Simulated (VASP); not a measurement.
Given:

```yaml
crystal:
  lattice:
    - [0.00000, 2.76936, 2.76936]
    - [2.76936, 0.00000, 2.76936]
    - [2.76936, 2.76936, 0.00000]
  atoms:
    - { symbol: Ca, position: [0.00000, 0.00000, 0.00000] }
    - { symbol: S, position: [0.50000, 0.50000, 0.50000] }
```

All values below come from vdW-DF-cx, VASP's PBE PAW potentials (set 64) (plane waves; VASP 6.6.1). Numerical set-up: 520 eV cut-off, 8×8×8 Γ-centred mesh, Gaussian smearing of 0.050 eV, potentials Ca_sv S.

### Question
The job: CaS (rock salt), 2 atoms, vdW-DF-cx, static run, 520 eV, 8×8×8 Γ-centred mesh. Roughly how much core time does it take on a busy server core?

### Answer
About 60 core-seconds (one run on a shared machine, a rough figure). It had 29 irreducible k-points, 12 bands, up to 1162 plane waves and 13 electronic steps.

The compound is CaS in the rock salt structure. This cell is one point of a volume scan, at 0.94 of the reference volume.
